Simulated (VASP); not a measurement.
Energy against volume of KCl (rock salt). Computed with vdW-DF2, VASP's PBE PAW potentials (set 64) (plane waves; VASP). Run with 520 eV cut-off, 7×7×7 Γ-centred mesh, Gaussian smearing of 0.050 eV, potentials K_sv Cl.

```
V (Å³/atom)  E (eV/atom)
-----------  -----------
30.922          -1.73008
31.878          -1.73255
32.834          -1.73144
33.791          -1.72736
```

Question: Fit these four points and predict the energy of the run at 29.965 Å³/atom.

Answer: A cubic in V^(−2/3), the third-order Birch-Murnaghan form, passes through the four points with V0 = 32.03 Å³/atom and B0 = 19 GPa, and gives -1.7233 eV/atom there. The run gave -1.7234 eV/atom, -0.1 meV/atom from the fit; all five points give B0 = 19 GPa.

The compound is KCl in the rock salt structure. It was relaxed first.
